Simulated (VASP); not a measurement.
OSZICAR of a VASP run on SrCl2 (fluorite):

### OSZICAR
```
       N       E                     dE             d eps       ncg     rms          rms(c)
DAV:   1     0.152431554361E+03    0.15243E+03   -0.11507E+04   512   0.133E+03
DAV:   2    -0.382515237026E+01   -0.15626E+03   -0.15444E+03   704   0.254E+02
DAV:   3    -0.127430649167E+02   -0.89179E+01   -0.89111E+01   680   0.648E+01
DAV:   4    -0.130619842758E+02   -0.31892E+00   -0.31884E+00   920   0.102E+01
DAV:   5    -0.130648466794E+02   -0.28624E-02   -0.28624E-02   696   0.796E-01    0.128E+01
DAV:   6    -0.127675694366E+02    0.29728E+00   -0.79087E-01   696   0.514E+00    0.838E+00
DAV:   7    -0.127781624827E+02   -0.10593E-01   -0.45383E-01   784   0.426E+00    0.207E+00
DAV:   8    -0.127830668001E+02   -0.49043E-02   -0.63180E-02   632   0.151E+00    0.333E-01
DAV:   9    -0.127844666762E+02   -0.13999E-02   -0.23426E-03   704   0.303E-01    0.123E-01
DAV:  10    -0.127858489530E+02   -0.13823E-02   -0.11863E-03   584   0.231E-01    0.314E-02
DAV:  11    -0.127859227909E+02   -0.73838E-04   -0.99415E-05   808   0.569E-02    0.378E-02
DAV:  12    -0.127859330657E+02   -0.10275E-04   -0.14299E-05   576   0.219E-02    0.130E-02
DAV:  13    -0.127859365189E+02   -0.34532E-05   -0.79616E-06   688   0.158E-02    0.396E-03
DAV:  14    -0.127859364625E+02    0.56420E-07   -0.26570E-07   608   0.372E-03
   1 F= -.13261627E+02 E0= -.13261627E+02  d E =0.000000E+00
```

Which electronic solver shows in the log?

It is blocked Davidson (ALGO = Normal, or the opening steps of other solvers). The INCAR had ALGO = Normal.

Can the final energy be trusted as converged?

The calculation finished and met its thresholds. It stopped with EDIFF = 1E-7, NELM = 100 (PBE GGA with D3 dispersion (zero damping), plane waves, VASP's PBE PAW potentials (set 64)).

The compound is SrCl2 in the fluorite structure. It was relaxed first.
